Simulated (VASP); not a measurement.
Calculation: B3LYP hybrid, VASP's PBE PAW potentials (set 64) (plane waves; VASP 6.6.1).

VASP ran on this input.

KPOINTS:
```
Automatic mesh
0
Gamma
2 2 2
0 0 0
```

### POSCAR
```
KMgF3
1
    3.9653410000     0.0000000000     0.0000000000
    0.0000000000     3.9653410000     0.0000000000
    0.0000000000     0.0000000000     3.9653410000
K Mg F
1 1 3
Direct
  0.5000000000   0.5000000000   0.5000000000
  0.0000000000   0.0000000000   0.0000000000
  0.0000000000   0.5000000000   0.0000000000
  0.5000000000   0.0000000000   0.0000000000
  0.0000000000   0.0000000000   0.5000000000
```

### INCAR
```
SIGMA = 0.01   ! width (eV)
LASPH = .True.
AGGAC = 0.81
LWAVE = .False.
SYSTEM = KMgF3
ISMEAR = 0   ! Gaussian
LCHARG = .False.
ALDAC = 0.19
AGGAX = 0.72
HFRCUT = -1
PREC = Accurate
ISIF = 2
LHFCALC = .True.
PRECFOCK = Fast
NELM = 100
EDIFF = 1E-6   ! SCF stop (eV)
AEXX = 0.2
ISYM = 3
ALGO = Normal   ! blocked Davidson
GGA = B3
ENCUT = 400   ! plane-wave cut-off (eV)
LREAL = .False.   ! projection in real space or not
```

POTCAR, in this order: K_sv Mg F (PBE.64 set). Program: vasp_std.

Output of the run:

**OSZICAR**
```
       N       E                     dE             d eps       ncg     rms          rms(c)
DAV:   1    -0.147180187210E+03   -0.14718E+03   -0.16392E+04   176   0.126E+03
DAV:   2    -0.352304259597E+03   -0.20512E+03   -0.19109E+03   208   0.346E+02
DAV:   3    -0.361201254625E+03   -0.88970E+01   -0.88722E+01   240   0.671E+01
DAV:   4    -0.361372614772E+03   -0.17136E+00   -0.17100E+00   232   0.697E+00
DAV:   5    -0.322869831168E+02    0.32909E+03   -0.19377E+00   176   0.140E+01    0.969E+00
DAV:   6    -0.291901471107E+02    0.30968E+01   -0.90573E+00   176   0.244E+01    0.350E+00
DAV:   7    -0.293413280131E+02   -0.15118E+00   -0.11826E+00   180   0.742E+00    0.309E+00
DAV:   8    -0.292975867850E+02    0.43741E-01   -0.70189E-02   204   0.204E+00    0.168E+00
DAV:   9    -0.292800093738E+02    0.17577E-01   -0.29464E-02   184   0.153E+00    0.845E-01
DAV:  10    -0.292752025758E+02    0.48068E-02   -0.23319E-03   188   0.509E-01    0.497E-01
DAV:  11    -0.292732202737E+02    0.19823E-02   -0.93589E-04   248   0.248E-01    0.311E-01
DAV:  12    -0.292725581880E+02    0.66209E-03   -0.30430E-04   196   0.159E-01    0.193E-01
DAV:  13    -0.292723291324E+02    0.22906E-03   -0.11240E-04   224   0.993E-02    0.113E-01
DAV:  14    -0.292722486752E+02    0.80457E-04   -0.34978E-05   188   0.633E-02    0.669E-02
DAV:  15    -0.292722209252E+02    0.27750E-04   -0.14704E-05   232   0.376E-02    0.397E-02
DAV:  16    -0.292722114693E+02    0.94559E-05   -0.54957E-06   196   0.227E-02    0.235E-02
DAV:  17    -0.292722082575E+02    0.32117E-05   -0.19115E-06   132   0.145E-02    0.142E-02
DAV:  18    -0.292722071955E+02    0.10620E-05   -0.89655E-07   120   0.941E-03    0.849E-03
DAV:  19    -0.292722068686E+02    0.32691E-06   -0.37977E-07   120   0.553E-03
   1 F= -.29272207E+02 E0= -.29272207E+02  d E =-.312748E-86
```

OUTCAR:
```
------------------------ aborting loop because EDIFF is reached ----------------------------------------
  FORCE on cell =-STRESS in cart. coord.  units (eV):
  Direction    XX          YY          ZZ          XY          YZ          ZX
  --------------------------------------------------------------------------------------
  Total       -2.0860371     -2.0860371     -2.0860371     -0.0000000      0.0000000      0.0000000
  in kB      -53.6032327    -53.6032327    -53.6032327     -0.0000000      0.0000000      0.0000000
  external PRESSURE =     -53.6032327 kB  Pullay stress =       0.0000000 kB
  volume of cell :       62.35
      direct lattice vectors                 reciprocal lattice vectors
     3.965341000  0.000000000  0.000000000     0.252185121  0.000000000  0.000000000
     0.000000000  3.965341000  0.000000000     0.000000000  0.252185121  0.000000000
     0.000000000  0.000000000  3.965341000     0.000000000  0.000000000  0.252185121
 POSITION                                       TOTAL-FORCE (eV/Angst)
 -----------------------------------------------------------------------------------
      1.98267      1.98267      1.98267         0.000000      0.000000      0.000000
      0.00000      0.00000      0.00000         0.000000      0.000000      0.000000
      0.00000      1.98267      0.00000         0.000000      0.000000      0.000000
      1.98267      0.00000      0.00000         0.000000      0.000000      0.000000
      0.00000      0.00000      1.98267         0.000000      0.000000      0.000000
 -----------------------------------------------------------------------------------
    total drift:                               -0.000017     -0.000009      0.000025
  FREE ENERGIE OF THE ION-ELECTRON SYSTEM (eV)
  ---------------------------------------------------
  free  energy   TOTEN  =       -29.2722068686 eV

  energy  without entropy=      -29.2722068686  energy(sigma->0) =      -29.27220687

  exchange ACFDT corr.  =         0.00000000  see jH, gK, PRB 81, 115126
```
(Selected blocks of OUTCAR.)

At this cut-off the stress carries a Pulay error, which pulls relaxed volumes low.

The structure comes from a computed database's KMgF3 entry; how it stands against other phases isn't given here. The cell was not relaxed at this level. The k-mesh is coarse (spacing up to 0.79 per Å, 2π included), so the numbers may not be converged in it. The run is one of a series of settings (AEXX = 0.2, AGGAC = 0.81, AGGAX = 0.72, ALDAC = 0.19, GGA = B3, HFRCUT = -1, ISYM = 3, LHFCALC = .TRUE., PRECFOCK = Fast, KPOINTS 2×2×2 Γ-centred mesh against the base run), some of them coarse on purpose.
